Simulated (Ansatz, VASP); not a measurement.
# Cross-check of Al2InN3 between VASP and Ansatz, part 3 of 3

Wanted: the spread between two codes on one cell, functional and k mesh. The cell is taken from a series of runs on this material, whose earlier steps may have relaxed, scaled, displaced or heated it; both programs get it as it stands.

VASP 6.6.1 and Ansatz 0.2.0.

So far: The starting structure; VASP: dielectric response, PBE.

## Step 3: Ansatz: dielectric response, PBE

Level of this step: Ansatz beside VASP: Kohn-Sham DFT, plane waves, PBE (Ansatz).

Ansatz runs on its PAW soft_1 files.

The same cell, functional and mesh now go to Ansatz, which takes its cutoff from its data sets.

input.yaml

```yaml
crystal:
  lattice:
    - [4.8800190524, -2.8055151375, 0.0]
    - [4.8800190524, 2.8055151375, 0.0]
    - [0.0, 0.0, 5.1994618]
  atoms:
    - { symbol: Al, position: [0.00854286, 0.33490025, 0.99162672] }
    - { symbol: Al, position: [0.66509975, 0.99145714, 0.99162672] }
    - { symbol: Al, position: [0.99145714, 0.66509975, 0.49162672] }
    - { symbol: Al, position: [0.33490025, 0.00854286, 0.49162672] }
    - { symbol: In, position: [0.32191553, 0.67808447, 0.98638376] }
    - { symbol: In, position: [0.67808447, 0.32191553, 0.48638376] }
    - { symbol: "N", position: [0.03698256, 0.33358057, 0.35579997] }
    - { symbol: "N", position: [0.66641943, 0.96301744, 0.35579997] }
    - { symbol: "N", position: [0.96301744, 0.66641943, 0.85579997] }
    - { symbol: "N", position: [0.33358057, 0.03698256, 0.85579997] }
    - { symbol: "N", position: [0.29809134, 0.70190866, 0.40676283] }
    - { symbol: "N", position: [0.70190866, 0.29809134, 0.90676283] }
kpoints:
  mp_grid: { grid: [6, 6, 4] }
hamiltonian:
  xc: pbe
  pseudopotentials: { kind: paw, azcp: { folder: soft_1 } }
scf:
  occupations: { method: fixed }
dielectric: {}
```

Command:

```
ansatz run input.yaml --threads 2 --pin off --max-ram 92160MiB --backend cuda --events-out ev --progress --plain --runs-dir out --devices 1 --max-vram 13GiB
```

Numbers of over 12 decimals in the logs are rounded to 6 here.

The log of the run:

```text
GPUs: using 1 of 1 available (devices: 1).
Engine: ansatz 0.2.0, x86_64-unknown-linux-gnu
Pseudopotentials: kind: paw
Pseudopotential: Al, paw, valence charge 3, recommended cutoff 420 eV (normal), soft_1/Al.paw.azcp
Pseudopotential: In, paw, valence charge 13, recommended cutoff 420 eV (normal), soft_1/In.paw.azcp
Pseudopotential: N, paw, valence charge 5, recommended cutoff 420 eV (normal), soft_1/N.paw.azcp
Functional definition: PBE
  parameter kappa = 0.804
  parameter beta = 0.066725
  exchange = pbe_x(kappa = kappa, mu = beta*pi^2/3)
  correlation = pbe_c(beta = beta)
device memory: the entry about to start is reckoned to put 2.0 GiB on a device that reports 25.8 GiB free (of which the cap on the GPU budget leaves the run 13.0 GiB)
GPU FFT provider: cuFFT
GPU libraries: cuBLAS 13.8.2, cuFFT 12.4.0, cuSOLVER 12.3.4
Crystal: 12 atoms, lattice volume = 142.371 Å³
Basis set: ecut = 420 eV, 2793 PW (Γ), exchange–correlation on 80×80×72 points (8 copies of the dense FFT grid, shifted against one another)
Bands: 46, of which v1, the nominal top of the filled ones, is band 34 counted from 1 (33 counted from 0)
Symmetry: 4 space group operations
k-points: 76 of 144 (irreducible under 1 space group operation, time reversal used)
Non-local potential: Al, projectors of the file, l = 0: 2, l = 1: 2, l = 2: 1
Non-local potential: In, projectors of the file, l = 0: 2, l = 1: 2, l = 2: 2, l = 3: 1
Non-local potential: N, projectors of the file, l = 0: 2, l = 1: 2, l = 2: 1
PAW form: soft (Blöchl's): semilocal exchange-correlation on the pseudo side does not see the compensation charge
PAW one-centre angular grid: Al, 110 points (default); XC on 64 Gauss nodes
PAW one-centre angular grid: In, 590 points (default); XC on 64 Gauss nodes
PAW one-centre angular grid: N, 110 points (default); XC on 64 Gauss nodes
Initial density: superposition of atomic densities (chi_scale 0.1, normalization cell, long waves kept (reshape's long-wave potential 0.07 eV rms))
Initial wavefunctions: pseudopotential atomic-orbital guess
GPU buffer pool allocated for 57600 grid points (all kernels)
GPU transforms: local potential and band sums: pruned to the plane-wave sphere, on 40×40×36
Functional: x = pbe(κ = 0.804, μ = 0.219515), c = pbe(β = 0.066725)
SCF iter   1: F=—  HF=-15666.433923 eV  |F-HF|=—  |Δ(HF+E_count)|=         —  Δρ=1.13e-1  dr2=2.20e1  ethr=3.10e-3  ⟨swp⟩=5.0  Hψ=11834  notcnv=0  defer=748
preconditioner: auto → Resta (q_TF=auto, 2.412 Å⁻¹)  ε∞=3.9  [insulator: Δε(μ)=3.270 eV  Ē_g=15.036 eV  n_scr=26 (ndim 8)  ℏωp=25.7 eV  f_vac=0.000  ε∞_Penn≈3.9]
SCF iter   2: F=—  HF=-15660.548134 eV  |F-HF|=—  |Δ(HF+E_count)|=    5.89e0  Δρ=4.29e-2  dr2=1.49e0  ethr=3.10e-3  ⟨swp⟩=3.0  Hψ=7311  notcnv=0  defer=760
SCF iter   3: F=—  HF=-15660.273249 eV  |F-HF|=—  |Δ(HF+E_count)|=   2.75e-1  Δρ=2.09e-2  dr2=4.27e-1  ethr=2.19e-3  ⟨swp⟩=2.0  Hψ=3399  notcnv=0  defer=757
SCF iter   4: F=—  HF=-15660.228159 eV  |F-HF|=—  |Δ(HF+E_count)|=   4.51e-2  Δρ=2.27e-3  dr2=7.15e-3  ethr=6.28e-4  ⟨swp⟩=2.2  Hψ=3705  notcnv=0  defer=760
SCF iter   5: F=—  HF=-15660.231875 eV  |F-HF|=—  |Δ(HF+E_count)|=   3.72e-3  Δρ=1.34e-3  dr2=2.37e-3  ethr=1.05e-5  ⟨swp⟩=2.1  Hψ=5583  notcnv=0  defer=760
SCF iter   6: F=—  HF=-15660.232341 eV  |F-HF|=—  |Δ(HF+E_count)|=   4.66e-4  Δρ=6.58e-4  dr2=6.38e-4  ethr=3.49e-6  ⟨swp⟩=2.0  Hψ=5520  notcnv=0  defer=760
SCF iter   7: F=—  HF=-15660.232430 eV  |F-HF|=—  |Δ(HF+E_count)|=   8.90e-5  Δρ=1.15e-4  dr2=2.13e-5  ethr=9.39e-7  ⟨swp⟩=2.1  Hψ=4480  notcnv=0  defer=749
SCF iter   8: F=—  HF=-15660.232356 eV  |F-HF|=—  |Δ(HF+E_count)|=   7.35e-5  Δρ=2.38e-5  dr2=6.75e-7  ethr=3.13e-8  ⟨swp⟩=2.4  Hψ=5543  notcnv=0  defer=453
SCF iter   9: F=—  HF=-15660.232466 eV  |F-HF|=—  |Δ(HF+E_count)|=   1.10e-4  Δρ=2.95e-6  dr2=1.02e-8  ethr=9.93e-10  ⟨swp⟩=2.2  Hψ=5885  notcnv=0  defer=447
SCF iter  10: F=—  HF=-15660.232467 eV  |F-HF|=—  |Δ(HF+E_count)|=   1.19e-8  Δρ=6.08e-7  dr2=5.00e-10  ethr=1.50e-11  ⟨swp⟩=2.2  Hψ=5812  notcnv=0  defer=447
SCF iter  11: F=-15660.232467 eV  HF=-15660.232467 eV  |F-HF|=1.64e-11  |Δ(HF+E_count)|=  2.49e-10  Δρ=1.63e-7  dr2=3.39e-11  ethr=1.00e-12  ⟨swp⟩=13.3  Hψ=15437  notcnv=0
SCF 1 converged in 11 iterations: F = -15660.232467 eV  dr2 = 3.39e-11
  greatest PAW one-centre occupation: 0.984 electrons in one spin orbital (limit 2), on the In atom at site 4 (counted from 0), in its partial waves of l = 2
the response reads at least the filled bands of the reference SCF and the lowest empty band at each k-point, and that SCF's band table does not vouch for those bands. The notice of the band table in this run's record says why
device memory: the entry about to start is reckoned to put 0.7 GiB on a device that reports 24.4 GiB free (of which the cap on the GPU budget leaves the run 12.9 GiB)
NSCF: frozen V_eff on 1 k-points
device memory: the entry about to start is reckoned to put 0.7 GiB on a device that reports 24.4 GiB free (of which the cap on the GPU budget leaves the run 12.9 GiB)
NSCF: frozen V_eff on 1 k-points
device memory: the entry about to start is reckoned to put 0.1 GiB (of the 0.2 GiB reckoned in all, the device holds 0.1 GiB already) on a device that reports 24.4 GiB free (of which the cap on the GPU budget leaves the run 12.9 GiB)
device memory: the entry about to start is reckoned to put 2.1 GiB (of the 2.2 GiB reckoned in all, the device holds 0.1 GiB already) on a device that reports 24.4 GiB free (of which the cap on the GPU budget leaves the run 12.8 GiB)
DFPT response loops at Γ: preconditioner auto → Resta (q_TF=auto, 2.412 Å⁻¹)  ε∞=5.1 (no band partly filled); β = 1.00, the filter's whole step (`scf.mixing.beta` (0.50) is not read by the response loops at its default; to damp them type it under 1.00, their step now; it binds the ground state too); Broyden in place of MSR1
── the response to a field inside a basis, on 8×8×8 k-points: an SCF that follows is theirs, and a resumed run solves both again ──
device memory: the entry about to start is reckoned to put 0.6 GiB on a device that reports 35.5 GiB free (of which the cap on the GPU budget leaves the run 12.8 GiB)
GPU FFT provider: cuFFT
GPU libraries: cuBLAS 13.8.2, cuFFT 12.4.0, cuSOLVER 12.3.4
Bands: 35, of which v1, the nominal top of the filled ones, is band 34 counted from 1 (33 counted from 0)
k-points: 80 of 512 (time reversal used)
Initial density: handed on by an earlier stage of this run
Initial wavefunctions: pseudopotential atomic-orbital guess (no wavefunctions were taken with the density)
GPU buffer pool allocated for 57600 grid points (all kernels)
GPU transforms: band sums: pruned to the plane-wave sphere, on 40×40×36
Eigensolver: Dense (80 Hₖ)
SCF iter   1: F=—  HF=-15659.991242 eV  |F-HF|=—  |Δ(HF+E_count)|=         —  Δρ=4.97e-4  dr2=1.01e-4  ethr=1.00e-1
preconditioner: auto → Resta (q_TF=auto, 2.412 Å⁻¹)  ε∞=6.1  [insulator: Δε(μ)=2.510 eV  Ē_g=11.374 eV  n_scr=26 (ndim 8)  ℏωp=25.7 eV  f_vac=0.000  ε∞_Penn≈6.1]
SCF iter   2: F=—  HF=-15659.991278 eV  |F-HF|=—  |Δ(HF+E_count)|=   3.66e-5  Δρ=2.56e-4  dr2=2.59e-5  ethr=1.48e-7
SCF iter   3: F=—  HF=-15659.991307 eV  |F-HF|=—  |Δ(HF+E_count)|=   2.86e-5  Δρ=4.82e-5  dr2=1.84e-6  ethr=3.80e-8
SCF iter   4: F=—  HF=-15659.991308 eV  |F-HF|=—  |Δ(HF+E_count)|=   1.54e-6  Δρ=1.14e-5  dr2=1.81e-7  ethr=2.71e-9
SCF iter   5: F=—  HF=-15659.991308 eV  |F-HF|=—  |Δ(HF+E_count)|=   8.49e-8  Δρ=8.18e-6  dr2=1.07e-7  ethr=2.67e-10
SCF iter   6: F=-15659.991308 eV  HF=-15659.991308 eV  |F-HF|=4.58e-10  |Δ(HF+E_count)|=   1.33e-8  Δρ=1.60e-6  dr2=3.40e-9  ethr=1.57e-10
SCF 1 converged in 6 iterations: F = -15659.991308 eV  dr2 = 3.40e-9
device memory: the entry about to start is reckoned to put 0.1 GiB (of the 0.4 GiB reckoned in all, the device holds 0.3 GiB already) on a device that reports 37.8 GiB free (of which the cap on the GPU budget leaves the run 12.7 GiB)
device memory: the entry about to start is reckoned to put 3.2 GiB on a device that reports 37.9 GiB free (of which the cap on the GPU budget leaves the run 12.7 GiB)
DFPT response loops at Γ: preconditioner auto → Resta (q_TF=auto, 2.412 Å⁻¹)  ε∞=4.9 (no band partly filled); β = 1.00, the filter's whole step (`scf.mixing.beta` (0.50) is not read by the response loops at its default; to damp them type it under 1.00, their step now; it binds the ground state too); Broyden in place of MSR1
SCF converged after 11 iterations
Free energy (F): -15660.232467 eV
Harris-Foulkes:  -15660.232467 eV  (|F-HF|=1.64e-11)
Internal energy: -15660.232467 eV  (E = F + TS)
E sigma→0 (E₀):  -15660.232467 eV
Fermi energy:    8.246006 eV
--- Per-component energies (eV) ---
  E_band       = 61.711337
  E_kinetic    = 1321.325158
  E_local      = -3472.801303  (includes V_loc(G=0)·N_el)
  E_nonlocal   = 905.673801
  E_hartree    = 1380.437557
  E_xc         = -798.736750
  E_vxc        = -754.978168  (∫ρ·V_xc dr)
  E_paw        = -11071.245228  (= ΣΔE_a)
  E_vpaw       = -698.388683  (= ΣTr[D̂ρ^β])
  E_aug_tail   = 0.005281  (compensation charges beyond the density's cutoff)
  E_ewald      = -3924.890984
  E_smearing   = -0.000000  (= −TS)
  E_closure    = 0.000000  (closes the sum)
  Σ components = -15660.232467   (vs F -15660.232467, Δ=0.00e0)
--- Band table (eV; the first three rows and the last of 76) ---
  k-point 0: bands = [... 30 lower, 7.6265, 8.1739, 8.1811, 8.2460, 10.5384, 12.7805, 13.5116, 13.8779, ... 8 higher]
  k-point 1: bands = [... 30 lower, 7.6928, 7.8019, 8.0637, 8.1100, 11.4284, 12.9158, 14.1790, 14.3991, ... 8 higher]
  k-point 2: bands = [... 30 lower, 7.8501, 7.8501, 8.1149, 8.1149, 12.6473, 12.6473, 15.0665, 15.0665, ... 8 higher]
  k-point 75: bands = [... 30 lower, 7.3306, 7.3306, 7.6331, 7.6331, 12.9714, 12.9714, 13.9124, 13.9124, ... 8 higher]
--- Dielectric response (ions clamped): 3 representative field directions + reference, inside a basis on a mesh of 512 k-points (Σ response iterations 18) ---
  ε∞ (high-frequency dielectric tensor):
        5.380707     0.000000     0.000000
        0.000000     5.413925     0.000000
        0.000000     0.000000     5.627977
  Born effective charges Z* (e; rows j = field, columns β = displacement):
    site 0:
         2.53567    0.35560   -0.19767
        -0.29016    2.53679    0.11874
         0.22929   -0.11348    2.58494
    site 1:
         2.53567   -0.35560    0.19767
         0.29016    2.53679    0.11874
        -0.22929   -0.11348    2.58494
    site 2:
         2.53567    0.35560    0.19767
        -0.29016    2.53679   -0.11874
        -0.22929    0.11348    2.58494
    site 3:
         2.53567   -0.35560   -0.19767
         0.29016    2.53679   -0.11874
         0.22929    0.11348    2.58494
    site 4:
         2.79718    0.00000   -0.00000
         0.00000    2.75788   -0.12639
        -0.00000    0.17147    3.14338
    site 5:
         2.79718    0.00000   -0.00000
         0.00000    2.75788    0.12639
        -0.00000   -0.17147    3.14338
    site 6:
        -2.56210   -0.15822   -0.03374
        -0.03358   -2.64006    0.05236
        -0.06261    0.05014   -2.76763
    site 7:
[...]
site 8:
[...]
site 9:
[...]
0.03358   -2.64006   -0.05236
        -0.06261   -0.05014   -2.76763
    site 10:
        -2.74431   -0.00000    0.00000
        -0.00000   -2.55135   -0.08041
         0.00000   -0.05361   -2.77799
    site 11:
        -2.74431   -0.00000    0.00000
        -0.00000   -2.55135    0.08041
         0.00000    0.05361   -2.77799
  Z* charge neutrality: 1.562e-2 e pre-enforcement
  solved inside a basis spanned on kpoints, on 8×8×8 k-points, its susceptibility summed on 10×10×8: ε∞ is read to err by 3.2e-2, Z* by 1.8e-2 e (field_mesh: kpoints solves on kpoints); Z* is corrected for what the basis lacks
```

## Step 4: Differences

Known differences besides the potentials themselves: fixed occupations in Ansatz, narrow Gaussian smearing in VASP; VASP's response is taken on the typed mesh, Ansatz refines its own for the field response alone; the cutoff is 420 eV in Ansatz and 520 eV in VASP. Total energies have different zeros and are not compared.

Compared:

```
                                     quantity  Ansatz   VASP  difference
                                        ε∞ xx    5.38   5.35     +0.49 %
                                        ε∞ yy    5.41   5.39     +0.49 %
                                        ε∞ zz    5.63   5.62     +0.14 %
Born charge of Al1 (mean of the diagonal) (e)    2.55   2.54       +0.02
Born charge of In5 (mean of the diagonal) (e)    2.90   2.89       +0.01
 Born charge of N7 (mean of the diagonal) (e)   -2.66  -2.64       -0.01
```

## Step 5: Outcome

```json
{"difference in ε∞ xx (dielectric response, PBE)": "0.49 %"}
```

What this shows: The difference in ε∞ xx is 0.49 % (dielectric response, PBE), within the 5 % picked in this series as the mark of a large difference. How closely two codes agree says nothing of how well the functional describes the real material.

[Lines on the potential files, build, host, timing and source positions are cut from VASP's logs without a mark.]

[Logs are printed without paths, hosts, clocks, repeated set-up lines and the standing remarks that a program may print on its own settings, such as how far it seeks lower states.]

[Hosts, paths, dates, database ids (printed as entryN), source tags and the programs' standing remarks are cut or masked in the printed files.]
